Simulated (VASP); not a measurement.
Wanted: the native input for a VASP 6.6.1 run.

```
Task                   : relaxation of cell and atoms
Functional             : PBE
Potentials or basis    : VASP PAW PBE potentials, release 64 (Mg, Cd, S)
Cutoff                 : 520 eV
k mesh                 : 4 × 4 × 2
Occupations            : gaussian, width 0.15 eV
Spin                   : no spin polarisation
Further INCAR settings : PREC = Normal; ALGO = Fast; EDIFF = 0.0001; IBRION = 2; EDIFFG = -0.08; NSW = 24; ISIF = 3
```

The structure of MgCd2S3 lies in POSCAR:

```
MgCd2S3
1.0
    4.7006737800      0.0000000000      0.0000000000
   -2.3503368900      4.0709029100      0.0000000000
    0.0000000000      0.0000000000      7.6440571800
Mg Cd S
1 2 3
Direct
    0.6666666700      0.3333333300      0.0000000000
    0.0000000000      0.0000000000      0.0000000000
    0.3333333300      0.6666666700      0.5000000000
    0.3333333300      0.6666666700      0.0000000000
    0.3333333300      0.6666666700      0.2387572800
    0.3333333300      0.6666666700      0.7612427200
```

The cell was built by a generator and needn't be a form met in nature.

These files were run (other wordings do the same):

INCAR

```
SYSTEM = MgCd2S3
  PREC = Normal
  ENCUT = 520
  EDIFF = 1E-4
  ISMEAR = 0
  SIGMA = 0.15
  LREAL = .False.
  LASPH = .True.
  NELM = 60
  ALGO = Fast
  ISIF = 3
  LWAVE = .False.
  LCHARG = .False.
  GGA = PE
  IBRION = 2
  NSW = 24
  EDIFFG = -0.08
```

KPOINTS

```
Automatic mesh
0
Gamma
  4 4 2
  0 0 0
```

Potentials or basis: VASP PAW PBE potentials, release 64 (Mg, Cd, S).

The run is started by

```console
$ cat potpaw_PBE.64/Mg/POTCAR potpaw_PBE.64/Cd/POTCAR potpaw_PBE.64/S/POTCAR > POTCAR
$ mpirun -np 1 vasp_std > vasp.out
```

Results of the run:

```yaml
Relaxed_volume: 33.06 Å³/atom
Relaxed_cell: a = 4.872 Å, b = 4.872 Å, c = 9.651 Å, α = 90.00°, β = 90.00°, γ = 120.00°
Space_group_after_relaxing_to_0.05_Å: P-6m2 (No. 187)
Energy_gained_by_relaxing: 1176.7 meV/atom
Ionic_steps: 14
Pressure_after_relaxing: -0.1 GPa
Largest_force_after_relaxing: 0.039 eV/Å
Band_gap_on_the_k_mesh: none (metal or under the smearing width)
```

Caveat: the k mesh is coarse (spacing up to 0.41 Å⁻¹), so the values aren't converged; the volume moved by over 15 % at a fixed basis, so the end points are rough; the relaxation stopped at a loose force limit of 0.08 eV/Å, so its end isn't a converged minimum.

Run time: 2.1 min on 1 thread of Intel(R) Xeon(R) Platinum 8488C (Sapphire Rapids) (shared host), peak memory 0.21 GiB.
